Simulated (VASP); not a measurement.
# NdFeGe (P-6m2) in VASP: notebook

The runs below take NdFeGe through optical spectrum, relaxation of cell and atoms, with optB86b-vdW+U, PBE+D4+U.

Program: VASP 6.6.1. These are calculated values, not measurements. Logs are shortened: lines on timing, memory, paths and dates and some standing lists are left out, and cuts for length are marked.

### Step 1. The crystal as given

Symmetry: P-6m2, No. 187, hexagonal system. Conventional cell: a = 4.206 Å, b = 4.206 Å, c = 4.124 Å, α = 90.00°, β = 90.00°, γ = 120.00°. Nd (site symmetry -6m2) is surrounded by 6 Ge at 3.19 Å and 6 Fe at 3.19 Å. Ge (site symmetry -6m2) is surrounded by 3 Fe at 2.43 Å. Fe (site symmetry -6m2) is surrounded by 3 Ge at 2.43 Å.

The cell comes from a database or a generator and needn't be the stable form of this composition.

### Step 2. Optical spectrum, optB86b-vdW+U, collinear spin, ferromagnetic start (volume scaled by 0.96)

Input file INCAR:

```
AGGAC = 0.0 ; ALGO = Normal
CSHIFT = 0.05 ; EDIFF = 1E-6
ENCUT = 520 ; GGA = MK
ISIF = 2 ; ISMEAR = -1
ISPIN = 2 ; LASPH = True
LCHARG = False ; LDAU = True
LDAUJ = 1 0 1 ; LDAUL = 3 -1 2
LDAUPRINT = 1 ; LDAUTYPE = 2
LDAUU = 8 0 1 ; LMAXMIX = 6
LOPTICS = True ; LORBIT = 11
LREAL = False ; LUSE_VDW = True
LWAVE = False ; MAGMOM = 3 0 3
NBANDS = 48 ; NEDOS = 2000
NELM = 150 ; PARAM1 = 0.1234
PARAM2 = 1.0 ; PREC = Accurate
SIGMA = 0.1
```

Input file NdFeGe.cif:

```cif
data_NdFeGe
_cell_length_a 4.14885701
_cell_length_b 4.14885701
_cell_length_c 4.06854853
_cell_angle_alpha 90.00000000
_cell_angle_beta 90.00000000
_cell_angle_gamma 120.00000000
_space_group_name_H-M_alt 'P-6m2'
_space_group_name_Hall 'P -6 2'
_space_group_IT_number 187
loop_
_space_group_symop_operation_xyz
'x,y,z'
'-x+y,-x,-z'
'-y,x-y,z'
'x,y,-z'
'-x+y,-x,z'
'-y,x-y,-z'
'-y,-x,-z'
'x,x-y,z'
'-x+y,y,-z'
'-y,-x,z'
'x,x-y,-z'
'-x+y,y,z'
loop_
_atom_site_label
_atom_site_type_symbol
_atom_site_symmetry_multiplicity
_atom_site_Wyckoff_symbol
_atom_site_fract_x
_atom_site_fract_y
_atom_site_fract_z
_atom_site_occupancy
Nd1 Nd 1 e 0.6666666667 0.3333333333 0.0000000000 1
Ge1 Ge 1 d 0.3333333333 0.6666666667 0.5000000000 1
Fe1 Fe 1 b 0.0000000000 0.0000000000 0.5000000000 1
```

Input file KPOINTS:

```
k-points
0
Gamma
  7 7 7
```

Input file POSCAR:

```
Nd Ge Fe
 1.0000000000000000
     4.1488570100000004    0.0000000000000000    0.0000000000000000
    -2.0744285049999993    3.5930155673291493    0.0000000000000000
     0.0000000000000000    0.0000000000000000    4.0685485300000002
 Nd  Ge  Fe 
   1   1   1
Cartesian
  2.0744285052074432  1.1976718556566159  0.0000000000000000
 -0.0000000002074420  2.3953437116725333  2.0342742650000001
  0.0000000000000000  0.0000000000000000  2.0342742650000001
```

Potentials or basis: VASP PAW PBE potentials, release 64 (Nd_3, Ge_d, Fe), 4f in core.

Command:

```sh
ase convert -i cif -o vasp NdFeGe.cif POSCAR
cat potpaw_PBE.64/Nd_3/POTCAR potpaw_PBE.64/Ge_d/POTCAR potpaw_PBE.64/Fe/POTCAR > POTCAR
mpirun -np 1 vasp_std > vasp.out
```

OUTCAR:

```text
EDIFF = 1E-6
   ENCUT = 520
   GGA = MK
   ISIF = 2
   ISMEAR = -1
   ISPIN = 2
   LASPH = True
   LORBIT = 11
   LREAL = False
   NELM = 150
   PREC = Accurate

 ion  position               nearest neighbor table
   1  0.667  0.333  0.000-   2 3.14   2 3.14   3 3.14   3 3.14   2 3.14   2 3.14   3 3.14   3 3.14
                             3 3.14   3 3.14   2 3.14   2 3.14
   2  0.333  0.667  0.500-   3 2.40   3 2.40   3 2.40   1 3.14   1 3.14   1 3.14   1 3.14   1 3.14
                             1 3.14
   3  0.000  0.000  0.500-   2 2.40   2 2.40   2 2.40   1 3.14   1 3.14   1 3.14   1 3.14   1 3.14
                             1 3.14

  LATTYP: Found a hexagonal cell.
 ALAT       =     4.1488570100
 C/A-ratio  =     0.9806432278

  Lattice vectors:

 A1 = (   4.1488570100,   0.0000000000,   0.0000000000)
 A2 = (  -2.0744285050,   3.5930155673,   0.0000000000)
 A3 = (   0.0000000000,   0.0000000000,   4.0685485300)

Analysis of symmetry for initial positions (statically):
=====================================================================
 Subroutine PRICEL returns:
 Original cell was already a primitive cell.

 Routine SETGRP: Setting up the symmetry group for a
 hexagonal supercell.

 Subroutine GETGRP returns: Found 12 space group operations
 (whereof 12 operations were pure point group operations)
 out of a pool of 24 trial point group operations.

The static configuration has the point symmetry D_3h.

Analysis of symmetry for dynamics (positions and initial velocities):
=====================================================================
 Subroutine PRICEL returns:
 Original cell was already a primitive cell.

 Routine SETGRP: Setting up the symmetry group for a
 hexagonal supercell.

 Subroutine GETGRP returns: Found 12 space group operations
 (whereof 12 operations were pure point group operations)
 out of a pool of 24 trial point group operations.

The dynamic configuration has the point symmetry D_3h.

Analysis of structural, dynamic, and magnetic symmetry:
=====================================================================
 Subroutine PRICEL returns:
 Original cell was already a primitive cell.

 Routine SETGRP: Setting up the symmetry group for a
 hexagonal supercell.

 Subroutine GETGRP returns: Found 12 space group operations
 (whereof 12 operations were pure point group operations)
 out of a pool of 24 trial point group operations.

The overall configuration has the point symmetry D_3h.

 Subroutine INISYM returns: Found 12 space group operations
 (whereof 12 operations are pure point group operations),
 and found     1 'primitive' translations

----------------------------------------------------------------------------------------

                                     Primitive cell

  volume of cell :      60.6495

  direct lattice vectors                    reciprocal lattice vectors
     4.148857010  0.000000000  0.000000000     0.241030240  0.139158874  0.000000000
    -2.074428505  3.593015567  0.000000000     0.000000000  0.278317748  0.000000000
     0.000000000  0.000000000  4.068548530     0.000000000  0.000000000  0.245787900

  length of vectors
     4.148857010  4.148857010  4.068548530     0.278317748  0.278317748  0.245787900

  position of ions in fractional coordinates (direct lattice)
     0.666666667  0.333333333  0.000000000
     0.333333333  0.666666667  0.500000000
     0.000000000  0.000000000  0.500000000

  ion indices of the primitive-cell ions
[... 188 lines left out ...]
  o =  0.8055  v = -0.0794 -0.0000  0.0000  0.0000  0.9968  0.0000  0.0000  0.0000  0.0000  0.0000      0.0000  0.0000  0.0000  0.0000  0.0000  0.0000  0.0000  0.0000  0.0000  0.0000
  o =  0.8055  v =  0.9968 -0.0000  0.0000 -0.0000  0.0794  0.0000  0.0000  0.0000  0.0000  0.0000      0.0000  0.0000  0.0000  0.0000  0.0000  0.0000  0.0000  0.0000  0.0000  0.0000
  o =  0.8187  v =  0.0000 -0.8684  0.0000  0.4960 -0.0000  0.0000  0.0000  0.0000  0.0000  0.0000      0.0000  0.0000  0.0000  0.0000  0.0000  0.0000  0.0000  0.0000  0.0000  0.0000
  o =  0.8187  v =  0.0000  0.4960 -0.0000  0.8684  0.0000  0.0000  0.0000  0.0000  0.0000  0.0000      0.0000  0.0000  0.0000  0.0000  0.0000  0.0000  0.0000  0.0000  0.0000  0.0000
  o =  0.8270  v =  0.0000 -0.0000 -1.0000 -0.0000  0.0000  0.0000  0.0000  0.0000  0.0000  0.0000      0.0000  0.0000  0.0000  0.0000  0.0000  0.0000  0.0000  0.0000  0.0000  0.0000

 number of electron      32.9999999 magnetization       1.6971796

 Free energy of the ion-electron system (eV)
  ---------------------------------------------------
  ext. energy  EPLUGINS =         0.00000000
  ---------------------------------------------------
  free energy    TOTEN  =       -10.77279895 eV

  energy without entropy =      -10.65345127  energy(sigma->0) =      -10.71312511

 E-fermi :   4.9178     XC(G=0): -11.1305

 val. band max:        4.9074320927   @ k =   0.2857   0.1429   0.1429
 cond. band min:       4.9190343069   @ k =   0.2857   0.0000   0.2857
 fundamental gap:      0.0116022142
 Fermi energy:         4.9178078661

 spin component 1

 k-point     1 :       0.0000    0.0000    0.0000
  band No.  band energies     occupation
      1     -32.5850      1.00000
      2     -18.9025      1.00000
      3     -18.8737      1.00000
      4     -18.8737      1.00000
      5     -18.8357      1.00000
      6     -18.8357      1.00000
[... 1481 lines left out ...]
     27      15.0855      0.00000
     28      15.6118      0.00000

 [... further k-points ...]

 [bands above 28 left out]

------------------------ aborting loop because EDIFF is reached ----------------------------------------

  FORCE on cell =-STRESS in cart. coord.  units (eV):
  Direction    XX          YY          ZZ          XY          YZ          ZX
  --------------------------------------------------------------------------------------
  -------------------------------------------------------------------------------------
  Total        0.3064234      0.3064234     -0.1069171      0.0000000      0.0000000      0.0000000
  in kB        8.0947873      8.0947873     -2.8244291      0.0000000      0.0000000      0.0000000
  external PRESSURE =       4.4550485 kB  Pullay stress =       0.0000000 kB

 VOLUME and BASIS-vectors are now :
 -----------------------------------------------------------------------------
  energy-cutoff  :      520.00
  volume of cell :       60.65
      direct lattice vectors                 reciprocal lattice vectors
     4.148857010  0.000000000  0.000000000     0.241030240  0.139158874  0.000000000
    -2.074428505  3.593015567  0.000000000     0.000000000  0.278317748  0.000000000
     0.000000000  0.000000000  4.068548530     0.000000000  0.000000000  0.245787900

 POSITION                                       TOTAL-FORCE (eV/Angst)
 -----------------------------------------------------------------------------------
      2.07443      1.19767      0.00000        -0.000000      0.000000      0.000000
     -0.00000      2.39534      2.03427         0.000000      0.000000      0.000000
      0.00000      0.00000      2.03427        -0.000000      0.000000      0.000000
 -----------------------------------------------------------------------------------
    total drift:                               -0.000001      0.000000     -0.000000

  FREE ENERGIE OF THE ION-ELECTRON SYSTEM (eV)
  ---------------------------------------------------
  free  energy   TOTEN  =       -10.7727989475 eV

  energy  without entropy=      -10.6534512686  energy(sigma->0) =      -10.71312511

Total vdW correction in eV:      5.4789916

 electrical conductivity sigma (Mega S m-1) (frequency dependency in vasprun.xml)
  --------------------------------------------------------------------------------------
       0.024       0.000      -0.000
       0.000       0.024      -0.000
      -0.000      -0.000       0.016

  frequency dependent IMAGINARY DIELECTRIC FUNCTION (independent particle, no local field effects) density-density
     E(ev)      X         Y         Z        XY        YZ        ZX
  --------------------------------------------------------------------------------------------------------------
     0.00000     0.00000     0.00000     0.00000     0.00000     0.00000     0.00000
     0.81529    65.21443    65.21443    36.67363     0.00000    -0.00000     0.00000
     1.63057    17.83149    17.83149    20.68147     0.00000     0.00000     0.00000
     2.44586     9.43813     9.43813     9.70224     0.00000     0.00000     0.00000
     3.26115     9.53986     9.53986    11.04221     0.00000     0.00000     0.00000
     4.07644     9.23524     9.23524     7.51145     0.00000     0.00000    -0.00000
[... 92 lines left out ...]
    79.89817     0.00010     0.00010     0.00010    -0.00000     0.00000     0.00000
    80.71346     0.00010     0.00010     0.00010    -0.00000     0.00000     0.00000

  frequency dependent      REAL DIELECTRIC FUNCTION (independent particle, no local field effects) density-density
     E(ev)        X           Y           Z          XY          YZ          ZX
  --------------------------------------------------------------------------------------------------------------
     0.00000    98.51601    98.51601    96.94829     0.00000     0.00000     0.00000
     0.81529    14.93300    14.93300    19.70687     0.00000     0.00000     0.00000
     1.63057    -3.48722    -3.48722     3.01954    -0.00000     0.00000    -0.00000
     2.44586     0.50705     0.50705     2.36881    -0.00000     0.00000     0.00000
     3.26115     2.44349     2.44349     4.59305     0.00000     0.00000     0.00000
     4.07644     0.83118     0.83118     1.24504     0.00000    -0.00000     0.00000
[... 92 lines left out ...]
    79.89817     0.92656     0.92656     0.92607    -0.00000     0.00000    -0.00000
    80.71346     0.92815     0.92815     0.92767    -0.00000     0.00000    -0.00000

  frequency dependent IMAGINARY DIELECTRIC FUNCTION (independent particle, no local field effects) current-current
     E(ev)      X         Y         Z        XY        YZ        ZX
  --------------------------------------------------------------------------------------------------------------
     0.00000   532.24667   532.24667   365.15547     0.00000    -0.00000     0.00000
     0.81529    65.51155    65.51155    39.74549     0.00000    -0.00000     0.00000
     1.63057    17.33108    17.33108    20.81365     0.00000    -0.00000    -0.00000
     2.44586     9.39759     9.39759     9.79609     0.00000     0.00000    -0.00000
     3.26115     9.61038     9.61038    11.33288     0.00000     0.00000     0.00000
     4.07644     9.20530     9.20530     7.49623     0.00000     0.00000     0.00000
[... 92 lines left out ...]
    79.89817     0.00001     0.00001     0.00001     0.00000     0.00000    -0.00000
    80.71346     0.00001     0.00001     0.00001     0.00000     0.00000    -0.00000

  frequency dependent      REAL DIELECTRIC FUNCTION (independent particle, no local field effects) current-current
     E(ev)        X           Y           Z          XY          YZ          ZX
  --------------------------------------------------------------------------------------------------------------
     0.00000    56.39189    56.39189    24.02108     0.00000    -0.00000     0.00000
     0.81529    -3.68024    -3.68024    12.17728    -0.00000     0.00000    -0.00000
     1.63057    -4.95617    -4.95617     1.22133    -0.00000    -0.00000    -0.00000
     2.44586    -0.01633    -0.01633     2.05704    -0.00000     0.00000     0.00000
     3.26115     1.98115     1.98115     4.10382     0.00000    -0.00000    -0.00000
     4.07644     0.46056     0.46056     1.12069    -0.00000     0.00000    -0.00000
[... 92 lines left out ...]
    79.89817     0.92629     0.92629     0.92607    -0.00000     0.00000     0.00000
    80.71346     0.92788     0.92788     0.92767    -0.00000     0.00000     0.00000

 total charge

# of ion       s       p       d       tot
------------------------------------------
    1        2.102   5.847   0.897   8.845
    2        1.136   1.348  10.032  12.515
    3        0.464   0.381   6.353   7.198
--------------------------------------------------
tot          3.702   7.575  17.282  28.559

 magnetization (x)

# of ion       s       p       d       tot
------------------------------------------
    1       -0.005  -0.001  -0.066  -0.073
    2       -0.000  -0.017   0.001  -0.017
    3        0.022   0.022   1.772   1.815
--------------------------------------------------
tot          0.016   0.003   1.706   1.725
```

Run time: 4.8 min. Hardware: 1 thread of Intel Xeon Platinum 8259CL at 2.50GHz (Skylake/Cascade Lake), shared host; peak memory 0.52 GiB.

What came out:

```
Free energy                                           : -10.7728 eV
Pressure                                              : 0.4 GPa
Band gap on the k mesh                                : none (metal or under the smearing width)
Net moment                                            : 1.70 μB per cell
Site moments                                          : Nd -0.07; Ge -0.02; Fe +1.81 μB
Valence electrons inside the program's atomic spheres : Nd 8.85; Ge 12.52; Fe 7.20
```

Stress tensor (GPa, compression positive):
```
 0.81  0.00  0.00
 0.00  0.81  0.00
 0.00  0.00 -0.28
```

Levels at points of the mesh, in eV from the Fermi level:
Spin up:
```tsv
k point	band 15	band 16	band 17	band 18	band 19	band 20
(0.00, 0.00, 0.00)	-1.56	0.32	0.32	0.43	0.61	2.96
```
Spin down:
| k point | band 13 | band 14 | band 15 | band 16 | band 17 | band 18 |
| --- | --- | --- | --- | --- | --- | --- |
| (0.00, 0.00, 0.00) | -1.87 | -0.23 | -0.23 | 0.48 | 0.87 | 0.87 |

Dielectric function (mean over the directions given):
| energy (eV) | real part | imaginary part |
| --- | --- | --- |
| 0.33 | 66.62 | 43.90 |
| 0.82 | 16.52 | 55.70 |
| 1.30 | -5.95 | 25.90 |
| 1.79 | -2.15 | 17.17 |
| 2.28 | -0.09 | 9.89 |
| 2.77 | 2.36 | 8.70 |
| 3.34 | 2.86 | 10.25 |
| 3.83 | 1.21 | 9.25 |
| 4.32 | 1.08 | 8.15 |
| 4.81 | 0.61 | 8.29 |
| 5.30 | -0.14 | 7.47 |
| 5.79 | 0.44 | 7.04 |
| 6.36 | -0.94 | 7.67 |
| 6.85 | -2.32 | 6.39 |
| 7.34 | -2.86 | 4.83 |
| 7.83 | -2.59 | 3.59 |
| 8.32 | -1.37 | 3.14 |
| 8.89 | -1.86 | 3.19 |
| 9.38 | -2.13 | 2.30 |
| 9.87 | -1.45 | 1.80 |
| 10.35 | -1.28 | 1.74 |
| 10.84 | -1.14 | 1.35 |
| 11.33 | -0.92 | 1.14 |
| 11.90 | -0.61 | 1.08 |
| 12.39 | -0.57 | 1.05 |
| 12.88 | -0.52 | 0.86 |
| 13.37 | -0.35 | 0.62 |
| 13.86 | -0.15 | 0.53 |
| 14.43 | 0.06 | 0.53 |
| 14.92 | 0.10 | 0.47 |
| 15.41 | 0.29 | 0.42 |
| 15.90 | 0.39 | 0.39 |
| 16.39 | 0.51 | 0.43 |
| 16.88 | 0.63 | 0.40 |
| 17.45 | 0.72 | 0.35 |
| 17.94 | 0.94 | 0.32 |
| 18.43 | 1.30 | 0.46 |
| 18.91 | 1.38 | 0.96 |
| 19.40 | 1.12 | 1.36 |
| 19.97 | 0.64 | 1.16 |

Eigenvalues of the final occupation matrices:
```csv
site,spin,trace,eigenvalues
site 1 f,1,0.00,0.00 0.00 0.00 0.00 0.00 0.00 0.00
site 1 f,2,0.00,0.00 0.00 0.00 0.00 0.00 0.00 0.00
site 3 d,1,4.08,0.81 0.81 0.82 0.82 0.83
site 3 d,2,2.30,0.34 0.44 0.44 0.54 0.54
```

Caveat: the magnetic or orbital state may not be the lowest; U is put on an f shell that these potentials keep in the core, so it has next to no effect; spectra need much finer meshes, so this one isn't converged; independent-particle spectra lack excitons; the intraband (Drude) part of a metal's response may be missing; the PAW data sets were made with another functional, which shifts forces and pressure a little; spin-orbit coupling is left out, which moves the levels of the heavy elements; the 4f electrons are frozen in the core as for a trivalent ion, so they carry no moment and show no levels. The state reached can hang on the start; a lower one may exist.

### Step 3. Relaxation of cell and atoms, PBE+D4+U, collinear spin, random start

Input file INCAR:

```
PREC = Accurate ; ENCUT = 680
EDIFF = 1E-7 ; ISMEAR = 2
SIGMA = 0.2 ; LREAL = On
LASPH = True ; NELM = 100
ALGO = Normal ; ISIF = 3
LWAVE = False ; LCHARG = False
ISPIN = 2 ; MAGMOM = 2.72 0 -0.62
LORBIT = 11 ; LMAXMIX = 6
LDAU = True ; LDAUTYPE = 2
LDAUL = 3 -1 2 ; LDAUU = 4 0 8
LDAUJ = 0 0 0 ; LDAUPRINT = 1
GGA = PE ; IVDW = 13
IBRION = 2 ; NSW = 60
EDIFFG = -0.02
```

NdFeGe.cif: that of step 2 with these lines changed.

```diff
@@ -1,5 +1,5 @@
 data_NdFeGe
-_cell_length_a 4.14885701
-_cell_length_b 4.14885701
-_cell_length_c 4.06854853
+_cell_length_a 4.20569773
+_cell_length_b 4.20569773
+_cell_length_c 4.12428900
 _cell_angle_alpha 90.00000000
```

Input file KPOINTS:

```
regular mesh
0
Gamma
  7 7 7
```

Input file POSCAR:

```
Nd Ge Fe
 1.0000000000000000
     4.2056977299999998    0.0000000000000000    0.0000000000000000
    -2.1028488649999990    3.6422410748185472    0.0000000000000000
     0.0000000000000000    0.0000000000000000    4.1242890000000001
 Nd  Ge  Fe 
   1   1   1
Cartesian
  2.1028488652102850  1.2140803581514410  0.0000000000000000
 -0.0000000002102846  2.4281607166671066  2.0621445000000000
  0.0000000000000000  0.0000000000000000  2.0621445000000000
```

Potentials or basis: VASP PAW PBE potentials, release 64 (Nd_3, Ge_d, Fe_sv), 4f in core.

Command:

```sh
ase convert -i cif -o vasp NdFeGe.cif POSCAR
cat potpaw_PBE.64/Nd_3/POTCAR potpaw_PBE.64/Ge_d/POTCAR potpaw_PBE.64/Fe_sv/POTCAR > POTCAR
mpirun -np 1 vasp_std > vasp.out
```

It took 88 min on 1 thread of Intel Xeon Platinum 8259CL at 2.50GHz (Skylake/Cascade Lake), shared host; peak memory 0.35 GiB.

These settings aren't checked as converged (typed here: ISMEAR = 2; SIGMA = 0.2; LREAL = On): the numbers below hold their error.

What came out:

```yaml
Free_energy: 15.6981 eV
Relaxed_volume: 28.16 Å³/atom
Relaxed_cell: a = 4.508 Å, b = 4.508 Å, c = 4.800 Å, α = 90.00°, β = 90.00°, γ = 120.00°
Space_group_after_relaxing_to_0.05_Å: P-6m2 (No. 187)
Energy_gained_by_relaxing: 306.1 meV/atom
Ionic_steps: 26
Pressure_after_relaxing: 0.0 GPa
Band_gap_on_the_k_mesh: none (metal or under the smearing width)
Net_moment: -3.85 μB per cell
Site_moments: Nd +0.00; Ge +0.02; Fe -3.58 μB
Valence_electrons_inside_the_program's_atomic_spheres: Nd 6.44; Ge 11.68; Fe 13.59
Dispersion_energy_per_atom: -0.277 eV
```

Caveat: the magnetic or orbital state may not be the lowest; the electronic state changed during the relaxation; the volume moved by over 15 % at a fixed basis, so the end points are rough; U is put on an f shell that these potentials keep in the core, so it has next to no effect; spin-orbit coupling is left out, which moves the levels of the heavy elements; the 4f electrons are frozen in the core as for a trivalent ion, so they carry no moment and show no levels; pairwise dispersion overbinds metals, which lowers pressure and volume.
